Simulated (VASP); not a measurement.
## Bi2Te3 (Tellurobismuthite): how numerical settings change the zone-centre modes

Aim: test the modes of Bi2Te3 (Tellurobismuthite) against the numerical settings. The starting structure is a measured crystal structure from the Crystallography Open Database.

Method: Kohn-Sham DFT with plane waves and PAW; LDA, in VASP 6.6.1.

### 1. Starting point

It takes space group R-3m (No. 166, trigonal). The conventional cell has a = 4.386 Å, b = 4.386 Å, c = 30.497 Å, α = 90.00°, β = 90.00°, γ = 120.00°. Bi has 6 Te at 3.07 to 3.25 Å nearest. Nearest to Te lie 3 Bi at 3.07 Å. Te has 6 Bi at 3.25 Å nearest. Farther neighbours and most contacts between anions are not listed.

### 2. Reference modes

The cell comes from a relaxation at this level, not shown (163.66 Å³).

Input file INCAR:

```
SYSTEM = Bi2Te3
PREC = Accurate
ENCUT = 450
EDIFF = 1E-08
NELM = 100
ISMEAR = 0
SIGMA = 0.03
LREAL = .FALSE.
ALGO = Normal
GGA = CA
NBANDS = 30
LORBIT = 11
LWAVE = .FALSE.
LCHARG = .FALSE.
KPAR = 16
IBRION = 6
NFREE = 2
POTIM = 0.015
NSW = 1
ISIF = 2
```

Input file POSCAR:

```
Bi2Te3
1.0
   -4.3558127779      0.0000000000      0.0000000000
    2.1779063890     -3.7722445199      0.0000000000
    2.1779063890      1.2574148400      9.9601141949
Bi Te
2 3
Direct
    0.1994964963      0.5997482482      0.7992447445
    0.8005035037      0.4002517518      0.2007552555
    0.5824529043      0.7912264522      0.3736793564
    0.4175470957      0.2087735478      0.6263206436
    0.0000000000      0.0000000000      0.0000000000
```

Input file KPOINTS:

```
Automatic mesh
0
Gamma
6 6 6
0 0 0
```

Potentials, in the order of the species: Bi_d and Te (LDA family, release 64).

Run with:

```sh
mpirun -np 16 vasp_std
```

Log:

```text
[banner, memory and clock lines left out]
running   16 mpi-ranks, on    1 nodes
 distrk:  each k-point on    1 cores,   16 groups
 distr:  one band on    1 cores,    1 groups

 POSCAR found type information on POSCAR BiTe
 POSCAR found :  2 types and       5 ions
|                                                                             |
|           W    W    AA    RRRRR   N    N  II  N    N   GGGG   !!!           |
|           W    W   A  A   R    R  NN   N  II  NN   N  G    G  !!!           |
|           W    W  A    A  R    R  N N  N  II  N N  N  G       !!!           |
|           W WW W  AAAAAA  RRRRR   N  N N  II  N  N N  G  GGG   !            |
|           WW  WW  A    A  R   R   N   NN  II  N   NN  G    G                |
|           W    W  A    A  R    R  N    N  II  N    N   GGGG   !!!           |
|                                                                             |
|     For optimal performance we recommend to set                             |
|       NCORE = 2 up to number-of-cores-per-socket                            |
|     NCORE specifies how many cores store one orbital (NPAR=cpu/NCORE).      |
|     This setting can greatly improve the performance of VASP for DFT.       |
|     The default, NCORE=1 might be grossly inefficient on modern             |
|     multi-core architectures or massively parallel machines. Do your        |
|     Unfortunately you need to use the default for GW and RPA                |
|     calculations (for HF NCORE is supported but not extensively tested      |
|     yet).                                                                   |
|                                                                             |

 LDA part: xc-table for (Slater(with rela. corr.)+CA(PZ))
 , standard interpolation
 POSCAR, INCAR and KPOINTS ok, starting setup
 FFT: planning ... GRIDC
 FFT: planning ... GRID_SOFT
 FFT: planning ... GRID
 WAVECAR not read
 entering main loop
       N       E                     dE             d eps       ncg     rms          rms(c)
DAV:   1     0.418870831155E+03    0.41887E+03   -0.20201E+04  1928   0.141E+03
DAV:   2     0.238668524276E+02   -0.39500E+03   -0.38146E+03  2056   0.377E+02
DAV:   3    -0.199445186297E+02   -0.43811E+02   -0.41922E+02  2462   0.139E+02
DAV:   4    -0.217901969425E+02   -0.18457E+01   -0.18320E+01  2208   0.306E+01
DAV:   5    -0.218808250050E+02   -0.90628E-01   -0.90591E-01  2704   0.678E+00    0.830E+00
DAV:   6    -0.216161941090E+02    0.26463E+00   -0.39480E-01  2356   0.465E+00    0.611E+00
DAV:   7    -0.216105211169E+02    0.56730E-02   -0.20724E-01  2388   0.209E+00    0.915E-01
DAV:   8    -0.216074475349E+02    0.30736E-02   -0.28858E-02  2148   0.107E+00    0.521E-01
DAV:   9    -0.216067225596E+02    0.72498E-03   -0.38199E-03  2186   0.389E-01    0.345E-01
DAV:  10    -0.216067441793E+02   -0.21620E-04   -0.89229E-04  2160   0.157E-01    0.848E-02
DAV:  11    -0.216067306655E+02    0.13514E-04   -0.94716E-05  2292   0.668E-02    0.374E-02
DAV:  12    -0.216067348708E+02   -0.42054E-05   -0.37037E-05  2510   0.252E-02    0.269E-02
DAV:  13    -0.216067336328E+02    0.12380E-05   -0.36572E-06  2244   0.120E-02    0.105E-02
DAV:  14    -0.216067335017E+02    0.13111E-06   -0.85148E-07  2144   0.504E-03    0.165E-03
DAV:  15    -0.216067335190E+02   -0.17267E-07   -0.26906E-07  2030   0.222E-03    0.194E-03
DAV:  16    -0.216067335202E+02   -0.11851E-08   -0.22911E-08  1616   0.919E-04
   1 F= -.21606734E+02 E0= -.21606733E+02  d E =-.553104E-06
[... from here on, the cycles between the ionic steps are left out ...]
   2 F= -.21606421E+02 E0= -.21606420E+02  d E =-.547222E-06
   3 F= -.21606417E+02 E0= -.21606417E+02  d E =-.547000E-06
   4 F= -.21605946E+02 E0= -.21605946E+02  d E =-.277954E-06
   5 F= -.21605938E+02 E0= -.21605938E+02  d E =-.714100E-06
   6 F= -.21606318E+02 E0= -.21606318E+02  d E =-.558370E-06
   7 F= -.21606318E+02 E0= -.21606318E+02  d E =-.558443E-06
   8 F= -.21606101E+02 E0= -.21606101E+02  d E =-.352995E-06
   9 F= -.21606118E+02 E0= -.21606118E+02  d E =-.676808E-06
  10 F= -.21606398E+02 E0= -.21606397E+02  d E =-.550857E-06
  11 F= -.21606398E+02 E0= -.21606397E+02  d E =-.550905E-06
  12 F= -.21606250E+02 E0= -.21606250E+02  d E =-.508759E-06
 Finite differences progress:
  Degree of freedom:   6/  6
  Displacement:        1/  2
  Total:              11/ 12
 bond charge predicted
       N       E                     dE             d eps       ncg     rms          rms(c)
DAV:   1    -0.216053388914E+02    0.91095E-03   -0.41053E-01  1920   0.207E+00    0.207E-01
DAV:   2    -0.216062237648E+02   -0.88487E-03   -0.14082E-02  2446   0.599E-01    0.591E-02
DAV:   3    -0.216062516584E+02   -0.27894E-04   -0.81170E-04  2736   0.297E-01    0.579E-02
DAV:   4    -0.216062536001E+02   -0.19417E-05   -0.67663E-05  2248   0.441E-02    0.573E-02
DAV:   5    -0.216062502248E+02    0.33752E-05   -0.16296E-05  2100   0.425E-02    0.110E-02
DAV:   6    -0.216062499694E+02    0.25541E-06   -0.21833E-06  2296   0.962E-03    0.570E-03
DAV:   7    -0.216062498559E+02    0.11347E-06   -0.86487E-07  2302   0.117E-02    0.502E-03
DAV:   8    -0.216062498352E+02    0.20726E-07   -0.99390E-08  2220   0.294E-03    0.401E-03
DAV:   9    -0.216062498214E+02    0.13860E-07   -0.17440E-08  1404   0.949E-04    0.200E-03
DAV:  10    -0.216062498140E+02    0.73978E-08   -0.29327E-08  1832   0.216E-03
  13 F= -.21606250E+02 E0= -.21606250E+02  d E =-.508779E-06
 Finite differences progress:
  Degree of freedom:   6/  6
  Displacement:        2/  2
  Total:              12/ 12
```

Run time: 4.3 min. Hardware: 16 MPI ranks of AMD EPYC 7R43, shared host; peak memory 11 GiB.

Lines that name or quote the potential files are left out of all logs, and their timing lines are given in words.

From OUTCAR (step 2):

```text
ion  position               nearest neighbor table
   1  0.199  0.600  0.799-   4 3.05   4 3.05   4 3.05   5 3.21   5 3.21   5 3.21
   2  0.801  0.400  0.201-   3 3.05   3 3.05   3 3.05   5 3.21   5 3.21   5 3.21
   3  0.582  0.791  0.374-   2 3.05   2 3.05   2 3.05   4 3.56   4 3.56   4 3.56
   4  0.418  0.209  0.626-   1 3.05   1 3.05   1 3.05   3 3.56   3 3.56   3 3.56
   5  0.000  0.000  0.000-   1 3.21   2 3.21   2 3.21   1 3.21   2 3.21   1 3.21

  LATTYP: Found a trigonal (rhomboedric) cell.
 ALAT       =    10.2726940524
 COS(alpha) =     0.9101041371

 Subroutine GETGRP returns: Found 12 space group operations
 (whereof 12 operations were pure point group operations)

The static configuration has the point symmetry D_3d.

 Found     32 irreducible k-points:

   k-points           NKPTS =     32   k-points in BZ     NKDIM =     32   number of bands    NBANDS=     30

   dimension x,y,z NGX =    30 NGY =   30 NGZ =   72
   dimension x,y,z NGXF=    60 NGYF=   60 NGZF=  144

   ENCUT  =  450.0 eV  33.07 Ry    5.75 a.u.   7.53  7.53 17.77*2*pi/ulx,y,z

   NELECT =      48.0000    total number of electrons

 k-points in reciprocal lattice and weights: Automatic mesh
   0.00000000  0.00000000  0.00000000       0.005
   0.16666667 -0.00000000 -0.00000000       0.028
   0.33333333 -0.00000000 -0.00000000       0.028
   0.50000000 -0.00000000 -0.00000000       0.014
   0.00000000  0.16666667 -0.00000000       0.028
   0.16666667  0.16666667  0.00000000       0.056
   0.33333333  0.16666667 -0.00000000       0.056
   0.00000000  0.33333333  0.00000000       0.028
   0.16666667  0.33333333 -0.00000000       0.056
[...]
0.16666667  0.16666667  0.33333333       0.028
   0.00000000  0.00000000  0.50000000       0.005

 average (electrostatic) potential at core
       1-104.8630       2-104.8779       3 -88.7469       4 -88.7153       5 -88.5457

 E-fermi :   6.5585

 k-point     1 :       0.0000    0.0000    0.0000
  band No.  band energies     occupation
    ...
     20       4.6326      2.00000
     21       4.6326      2.00000
     22       5.5439      2.00000
     23       5.5439      2.00000
     24       6.4867      1.99929
     25       6.6303      0.00071
     26       6.9918      0.00000
     27       6.9918      0.00000
     28       8.3848      0.00000
     29       8.5773      0.00000
    ...

 k-point     2 :       0.1667   -0.0000   -0.0000
  band No.  band energies     occupation
    ...
     20       4.7268      2.00000
     21       4.8451      2.00000
     22       5.1939      2.00000
     23       5.4172      2.00000
     24       5.9773      2.00000
     25       7.4670      0.00000
     26       7.7425      0.00000
     27       7.7525      0.00000
     28       8.5667      0.00000
     29       8.7080      0.00000
    ...

 k-point     3 :       0.3333   -0.0000   -0.0000
  band No.  band energies     occupation
    ...
     20       4.1132      2.00000
     21       4.2155      2.00000
     22       4.7271      2.00000
     23       4.8190      2.00000
     24       4.9329      2.00000
     25       8.0384      0.00000
     26       8.4320      0.00000
     27       8.9585      0.00000
     28       9.0254      0.00000
     29       9.0384      0.00000
    ...

  Total        0.0032523      0.0032523      0.0012597     -0.0000000      0.0000000      0.0000000
  in kB        0.0318398      0.0318398      0.0123326     -0.0000000      0.0000000      0.0000000
  external PRESSURE =       0.0253374 kB  Pullay stress =       0.0000000 kB

  energy-cutoff  :      450.00
  volume of cell :      163.66
      direct lattice vectors                 reciprocal lattice vectors
    -4.355812778  0.000000000  0.000000000    -0.229578279 -0.132547081  0.066933637
     2.177906389 -3.772244520  0.000000000     0.000000000 -0.265094162  0.033466818
     2.177906389  1.257414840  9.960114195     0.000000000  0.000000000  0.100400455

 POSITION                                       TOTAL-FORCE (eV/Angst)
 -----------------------------------------------------------------------------------
      2.17791     -1.25741      7.96057        -0.000000     -0.000000     -0.019514
     -2.17791     -1.25741      1.99955        -0.000000     -0.000000     -0.019400
      0.00000     -2.51483      3.72189        -0.000000     -0.000000     -0.013240
      0.00000      0.00000      6.23823        -0.000000     -0.000000     -0.012382
     -0.00000      0.00000     -0.01500         0.000000      0.000000      0.064537
 -----------------------------------------------------------------------------------
    total drift:                               -0.000001     -0.000000     -0.000161

  FREE ENERGIE OF THE ION-ELECTRON SYSTEM (eV)
  ---------------------------------------------------
  free  energy   TOTEN  =       -21.6062498140 eV

  energy  without entropy=      -21.6062493052  energy(sigma->0) =      -21.60624956

 Eigenvectors and eigenvalues of the dynamical matrix
 ----------------------------------------------------

   1 f  =    4.242653 THz    26.657376 2PiTHz  141.519674 cm-1    17.546195 meV
             X         Y         Z           dx          dy          dz
      2.177906 -1.257415  7.960569     0.000000    0.000000    0.474024
     -2.177906 -1.257415  1.999545    -0.000000   -0.000000   -0.474024
      0.000000 -2.514830  3.721889     0.000000    0.000000    0.524691
      0.000000  0.000000  6.238225    -0.000000   -0.000000   -0.524691
      0.000000  0.000000  0.000000    -0.000000   -0.000000   -0.000000

   2 f  =    3.808800 THz    23.931399 2PiTHz  127.047906 cm-1    15.751926 meV
             X         Y         Z           dx          dy          dz
      2.177906 -1.257415  7.960569     0.000000    0.000000    0.426851
     -2.177906 -1.257415  1.999545     0.000000    0.000000    0.426851
      0.000000 -2.514830  3.721889    -0.000000   -0.000000   -0.563297
      0.000000  0.000000  6.238225    -0.000000   -0.000000   -0.563297
      0.000000  0.000000  0.000000     0.000000    0.000000    0.031458

   3 f  =    3.360168 THz    21.112559 2PiTHz  112.083143 cm-1    13.896532 meV
             X         Y         Z           dx          dy          dz
      2.177906 -1.257415  7.960569    -0.078542    0.361800   -0.000000
     -2.177906 -1.257415  1.999545     0.078542   -0.361800    0.000000
      0.000000 -2.514830  3.721889    -0.127804    0.588726   -0.000000
      0.000000  0.000000  6.238225     0.127804   -0.588726    0.000000
      0.000000  0.000000  0.000000     0.000000    0.000000    0.000000

   4 f  =    3.360168 THz    21.112559 2PiTHz  112.083143 cm-1    13.896532 meV
             X         Y         Z           dx          dy          dz
      2.177906 -1.257415  7.960569     0.361800    0.078542   -0.000000
     -2.177906 -1.257415  1.999545    -0.361800   -0.078542    0.000000
      0.000000 -2.514830  3.721889     0.588726    0.127804   -0.000000
      0.000000  0.000000  6.238225    -0.588726   -0.127804    0.000000
      0.000000  0.000000  0.000000     0.000000    0.000000    0.000000

   5 f  =    3.129182 THz    19.661230 2PiTHz  104.378274 cm-1    12.941251 meV
             X         Y         Z           dx          dy          dz
      2.177906 -1.257415  7.960569    -0.000000   -0.000000    0.237059
     -2.177906 -1.257415  1.999545    -0.000000   -0.000000    0.237059
      0.000000 -2.514830  3.721889     0.000000    0.000000    0.154042
      0.000000  0.000000  6.238225     0.000000    0.000000    0.154042
      0.000000  0.000000  0.000000    -0.000000   -0.000000   -0.916596

   6 f  =    3.016186 THz    18.951254 2PiTHz  100.609127 cm-1    12.473936 meV
             X         Y         Z           dx          dy          dz
      2.177906 -1.257415  7.960569    -0.031121    0.143363    0.000000
     -2.177906 -1.257415  1.999545    -0.031121    0.143363    0.000000
      0.000000 -2.514830  3.721889     0.109158   -0.502845    0.000000
      0.000000  0.000000  6.238225     0.109158   -0.502845    0.000000
      0.000000  0.000000  0.000000    -0.138692    0.638894   -0.000000

   7 f  =    3.016186 THz    18.951254 2PiTHz  100.609127 cm-1    12.473936 meV
             X         Y         Z           dx          dy          dz
      2.177906 -1.257415  7.960569    -0.143363   -0.031121   -0.000000
     -2.177906 -1.257415  1.999545    -0.143363   -0.031121   -0.000000
      0.000000 -2.514830  3.721889     0.502845    0.109158   -0.000000
      0.000000  0.000000  6.238225     0.502845    0.109158   -0.000000
      0.000000  0.000000  0.000000    -0.638894   -0.138692    0.000000

   8 f  =    2.105145 THz    13.227014 2PiTHz   70.220067 cm-1     8.706175 meV
             X         Y         Z           dx          dy          dz
      2.177906 -1.257415  7.960569    -0.098958    0.455859   -0.000000
     -2.177906 -1.257415  1.999545    -0.098958    0.455859   -0.000000
      0.000000 -2.514830  3.721889     0.058413   -0.269083    0.000000
      0.000000  0.000000  6.238225     0.058413   -0.269083    0.000000
      0.000000  0.000000  0.000000     0.136358   -0.628149    0.000000

   9 f  =    2.105145 THz    13.227014 2PiTHz   70.220067 cm-1     8.706175 meV
             X         Y         Z           dx          dy          dz
      2.177906 -1.257415  7.960569     0.455859    0.098958   -0.000000
     -2.177906 -1.257415  1.999545     0.455859    0.098958   -0.000000
      0.000000 -2.514830  3.721889    -0.269083   -0.058413    0.000000
      0.000000  0.000000  6.238225    -0.269083   -0.058413    0.000000
      0.000000  0.000000  0.000000    -0.628149   -0.136358    0.000000

  10 f  =    1.923507 THz    12.085752 2PiTHz   64.161292 cm-1     7.954983 meV
             X         Y         Z           dx          dy          dz
      2.177906 -1.257415  7.960569     0.000000    0.000000    0.524691
     -2.177906 -1.257415  1.999545    -0.000000   -0.000000   -0.524691
      0.000000 -2.514830  3.721889    -0.000000   -0.000000   -0.474024
      0.000000  0.000000  6.238225     0.000000    0.000000    0.474024
      0.000000  0.000000  0.000000    -0.000000    0.000000   -0.000000

  11 f  =    1.266600 THz     7.958285 2PiTHz   42.249240 cm-1     5.238236 meV
             X         Y         Z           dx          dy          dz
      2.177906 -1.257415  7.960569    -0.127800    0.588727   -0.000000
     -2.177906 -1.257415  1.999545     0.127800   -0.588727    0.000000
      0.000000 -2.514830  3.721889     0.078539   -0.361800    0.000000
      0.000000  0.000000  6.238225    -0.078539    0.361800   -0.000000
      0.000000  0.000000  0.000000    -0.000000    0.000000    0.000000

  12 f  =    1.266600 THz     7.958285 2PiTHz   42.249240 cm-1     5.238236 meV
             X         Y         Z           dx          dy          dz
      2.177906 -1.257415  7.960569     0.588727    0.127800   -0.000000
     -2.177906 -1.257415  1.999545    -0.588727   -0.127800    0.000000
      0.000000 -2.514830  3.721889    -0.361800   -0.078539    0.000000
      0.000000  0.000000  6.238225     0.361800    0.078539   -0.000000
      0.000000  0.000000  0.000000     0.000000    0.000000    0.000000

  13 f/i=    0.000433 THz     0.002723 2PiTHz    0.014458 cm-1     0.001793 meV
             X         Y         Z           dx          dy          dz
      2.177906 -1.257415  7.960569    -0.289099   -0.421071   -0.000000
     -2.177906 -1.257415  1.999545    -0.289099   -0.421071   -0.000000
      0.000000 -2.514830  3.721889    -0.225990   -0.329154   -0.000000
      0.000000  0.000000  6.238225    -0.225990   -0.329154   -0.000000
      0.000000  0.000000  0.000000    -0.225991   -0.329155   -0.000000

  14 f/i=    0.000433 THz     0.002723 2PiTHz    0.014458 cm-1     0.001793 meV
             X         Y         Z           dx          dy          dz
      2.177906 -1.257415  7.960569    -0.421071    0.289099    0.000000
     -2.177906 -1.257415  1.999545    -0.421071    0.289099    0.000000
      0.000000 -2.514830  3.721889    -0.329154    0.225990    0.000000
      0.000000  0.000000  6.238225    -0.329154    0.225990    0.000000
      0.000000  0.000000  0.000000    -0.329155    0.225991    0.000000

  15 f/i=    0.004530 THz     0.028461 2PiTHz    0.151093 cm-1     0.018733 meV
             X         Y         Z           dx          dy          dz
      2.177906 -1.257415  7.960569     0.000000   -0.000000    0.511470
     -2.177906 -1.257415  1.999545     0.000000   -0.000000    0.511470
      0.000000 -2.514830  3.721889     0.000000   -0.000000    0.398707
      0.000000  0.000000  6.238225     0.000000   -0.000000    0.398707
      0.000000  0.000000  0.000000     0.000000   -0.000000    0.398575

 ELASTIC MODULI CONTR FROM IONIC RELAXATION (kBar)
 Direction    XX          YY          ZZ          XY          YZ          ZX
 --------------------------------------------------------------------------------
 XX        -146.1525    -32.1249   -156.5765      0.0000    112.9415     -0.0000
 YY         -32.1249   -146.1525   -156.5765      0.0000   -112.9415      0.0000
 ZZ        -156.5765   -156.5765   -285.0053      0.0000     -0.0000     -0.0000
 XY           0.0000      0.0000      0.0000    -57.0138     -0.0000    112.9415
 YZ         112.9415   -112.9415     -0.0000     -0.0000   -223.7531      0.0000
 ZX          -0.0000      0.0000     -0.0000    112.9415      0.0000   -223.7532
 --------------------------------------------------------------------------------

 total charge
# of ion       s       p       d       tot
------------------------------------------
    1        1.598   1.171   9.947  12.715
    2        1.598   1.171   9.947  12.715
    3        1.415   1.916   0.030   3.360
    4        1.415   1.916   0.030   3.360
    5        1.395   1.981   0.027   3.402
--------------------------------------------------
tot          7.421   8.154  19.979  35.554

[... 3 further parts left out ...]
```

The last energy, forces, stress and levels in OUTCAR belong to the last displaced cell, not to the cell of POSCAR.

Reference: the zone-centre modes are A1g (2) 141.5, A2u (2) 127.0, Eg (2) 112.1, A2u (1) 104.4, Eu (2) 100.6, Eu (1) 70.2, A1g (1) 64.2, Eg (1) 42.2 cm⁻¹.

(Part 1 of 2 ends here.)

[Lines on the potential files, build, host, timing and source positions are cut from VASP's logs without a mark.]

[Logs are printed without paths, hosts, clocks, repeated set-up lines and the standing remarks that a program may print on its own settings, such as how far it seeks lower states.]

[Hosts, paths, dates, database ids (printed as entryN), source tags and the programs' standing remarks are cut or masked in the printed files.]
